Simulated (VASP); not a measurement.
Crystal: CsTaS2.

```
CELL_PARAMETERS angstrom
3.54238 0.00000 0.00000
-1.77119 3.06779 0.00000
0.00000 0.00000 8.26848
ATOMIC_POSITIONS crystal
Cs 0.00000 0.00000 0.50000
Ta 0.33333 0.66667 0.00000
S 0.66667 0.33333 0.18177
S 0.66667 0.33333 0.81823
```

The cell was built by a generator and needn't be a form met in nature.

| Property | Result |
| --- | --- |
| Program | VASP 6.6.1 |
| Task | relaxation of cell and atoms |
| Functional | LDA |
| Potentials or basis | VASP PAW LDA potentials, release 64 (Cs_sv, Ta_pv, S) |
| Cutoff | 600 eV |
| k mesh | 7 × 7 × 3 |
| Occupations | fermi-dirac, width 0.05 eV |
| Spin | no spin polarisation |

At the start: pressure -5.8 GPa; volume 22.46 Å³/atom.

Problem. How do energy, volume and symmetry change on relaxing?

Solution. Over 10 steps the energy falls by 26.5 meV/atom and the volume is 21.00 Å³/atom (-6.5 %); space group P-6m2 (No. 187, to 0.05 Å).

Step by step:
| step | energy change (eV) | largest force (eV/Å) | pressure (GPa) | volume (Å³) |
| --- | --- | --- | --- | --- |
| 1 | 0.0000 | 0.3636 | -5.76 | 89.86 |
| 2 | 0.0317 | 1.2409 | 7.80 | 79.75 |
| 3 | -0.0977 | 0.3164 | -0.25 | 84.94 |
| 4 | -0.0977 | 0.3301 | -0.16 | 84.84 |
| 5 | -0.1049 | 0.1163 | 0.00 | 84.26 |
| 6 | -0.1054 | 0.0497 | 0.05 | 84.07 |
| 7 | -0.1060 | 0.0127 | -0.09 | 84.11 |
| 8 | -0.1061 | 0.0090 | -0.16 | 84.13 |
| 9 | -0.1061 | 0.0208 | 0.14 | 83.87 |
| 10 | -0.1062 | 0.0037 | 0.01 | 84.02 |

Final structure:
```cif
data_structure
_symmetry_space_group_name_H-M 'P 1'
_symmetry_Int_Tables_number 1
_cell_length_a 3.4631
_cell_length_b 3.4631
_cell_length_c 8.0893
_cell_angle_alpha 90.000
_cell_angle_beta 90.000
_cell_angle_gamma 120.000
_cell_volume 84.02
loop_
_atom_site_label
_atom_site_type_symbol
_atom_site_fract_x
_atom_site_fract_y
_atom_site_fract_z
_atom_site_occupancy
Cs1 Cs 0.00000 0.00000 0.50000 1
Ta1 Ta 0.33333 0.66667 0.00000 1
S1 S 0.66667 0.33333 0.18365 1
S2 S 0.66667 0.33333 0.81635 1
```
